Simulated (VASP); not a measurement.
OSZICAR of a VASP run on In (bct):

### OSZICAR
```
       N       E                     dE             d eps       ncg     rms          rms(c)
DAV:   1     0.703448462292E+02    0.70345E+02   -0.65338E+03  5786   0.160E+03
DAV:   2     0.596121958444E+00   -0.69749E+02   -0.68842E+02  5856   0.287E+02
DAV:   3    -0.214129700606E+01   -0.27374E+01   -0.27253E+01  6590   0.646E+01
DAV:   4    -0.220612592779E+01   -0.64829E-01   -0.64814E-01  7230   0.105E+01
DAV:   5    -0.220902380022E+01   -0.28979E-02   -0.28978E-02  7026   0.178E+00    0.182E+00
DAV:   6    -0.219801154396E+01    0.11012E-01   -0.26035E-02  6706   0.341E+00    0.962E-01
DAV:   7    -0.219669009810E+01    0.13214E-02   -0.11101E-02  6724   0.208E+00    0.206E-01
DAV:   8    -0.219682669656E+01   -0.13660E-03   -0.10098E-03  6476   0.569E-01    0.264E-02
DAV:   9    -0.219684018138E+01   -0.13485E-04   -0.31499E-05  6896   0.805E-02    0.141E-02
DAV:  10    -0.219684153252E+01   -0.13511E-05   -0.22340E-06  6272   0.167E-02    0.598E-03
DAV:  11    -0.219684149497E+01    0.37547E-07   -0.49390E-07  6248   0.884E-03
   1 F= -.21968415E+01 E0= -.21969140E+01  d E =-.219684E+01
```

### Question
Which electronic solver shows in the log?

### Answer
It is blocked Davidson (ALGO = Normal, or the opening steps of other solvers). The INCAR had ALGO = Normal.

### Question
Can the final energy be trusted as converged?

### Answer
The run converged. It stopped with EDIFF = 1E-7, NELM = 100, NSW = 30 and EDIFFG = -0.01 after 1 ionic step (RPBE GGA, plane waves, VASP's PBE PAW potentials (set 64)).

The compound is In in the bct structure. It was relaxed first, which changed the volume by +10 %.
